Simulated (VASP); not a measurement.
# Be2SnCl: single point with PBE

The system is Be2SnCl.

```
CELL_PARAMETERS angstrom
1.82536 1.05387 6.73295
-1.82536 1.05387 6.73295
0.00000 -2.10774 6.73295
ATOMIC_POSITIONS crystal
Be 0.76341 0.76341 0.76341
Be 0.23659 0.23659 0.23659
Sn 0.00000 0.00000 0.00000
Cl 0.50000 0.50000 0.50000
```

The cell was built by a generator and needn't be a form met in nature.

- Program: VASP 6.6.1
- Task: single point
- Functional: PBE
- Potentials or basis: VASP PAW PBE potentials, release 64 (Be, Sn_d, Cl)
- Cutoff: 520 eV
- k mesh: 9 × 9 × 9
- Occupations: fermi-dirac, width 0.05 eV
- Spin: no spin polarisation
- Further INCAR settings: ALGO = Normal; EDIFF = 1e-07; NBANDS = 20

The pressure is -5.9 GPa and the largest force is 1.198 eV/Å. The band gap on the k mesh is none (metal or under the smearing width).

Forces on the atoms (eV/Å):
```
Be   0.000  0.000 -1.198
Be   0.000  0.000  1.198
Sn   0.000  0.000  0.000
Cl   0.000  0.000  0.000
```

Stress tensor (GPa, compression positive):
```
-6.21  0.00  0.00
 0.00 -6.21  0.00
 0.00  0.00 -5.43
```

Levels at points of the mesh, in eV from the Fermi level:
```csv
k point,band 9,band 10,band 11,band 12,band 13,band 14,band 15,band 16,band 17,band 18
"(0.00, 0.00, 0.00)",-5.53,-5.53,-2.61,-1.19,2.55,2.55,3.53,3.53,3.59,4.54
```

Wall time 8.5 min on 1 thread of Intel(R) Xeon(R) Platinum 8259CL CPU @ 2.50GHz (Skylake/Cascade Lake), on a shared host, peak memory 0.48 GiB.

Caveat: an odd number of electrons without spin polarisation forces a metal; a magnetic or distorted state may lie lower.
